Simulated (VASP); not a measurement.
Input:

```
CELL_PARAMETERS angstrom
     -2.13000     2.13000     2.13000
      2.13000    -2.13000     2.13000
      2.13000     2.13000    -2.13000
ATOMIC_POSITIONS crystal
  Na 0.00000 0.00000 0.00000
```

Calculation: PBE GGA with D3 dispersion (Becke-Johnson damping), VASP's PBE PAW potentials (set 64) (plane waves; VASP 6.6.1). Run with 520 eV cut-off, 11×11×11 Γ-centred mesh, first-order Methfessel-Paxton smearing of 0.10 eV, potentials Na_pv.

Energy and stress use the plane-wave basis of the starting cell.

Q: The ions, cell shape and volume are relaxed. Give the cell that the relaxation ends in.

A: 
```
CELL_PARAMETERS angstrom
     -2.03644     2.03644     2.03644
      2.03644    -2.03644     2.03644
      2.03644     2.03644    -2.03644
ATOMIC_POSITIONS crystal
  Na 0.00000 0.00000 0.00000
```
Space group Im-3m (229), at a tolerance of 0.03 Å.

Q: How do energy and volume change from the first to the last step?

A: The energy (σ→0) changes by -14.8 meV/atom and the volume by -12.6 %, in 3 ionic steps.

```
step  E(σ→0) (eV)  max force (eV/Å)  pressure (GPa)  volume (Å³)
----  -----------  ----------------  --------------  -----------
1         -1.4601             0.000           -0.94        38.65
2         -1.4666             0.000           -0.75        37.39
3         -1.4749             0.000            0.02        33.78
```

The compound is Na in the bcc structure. This run relaxes it. Symmetry was kept, so distortions that lower it aren't found.
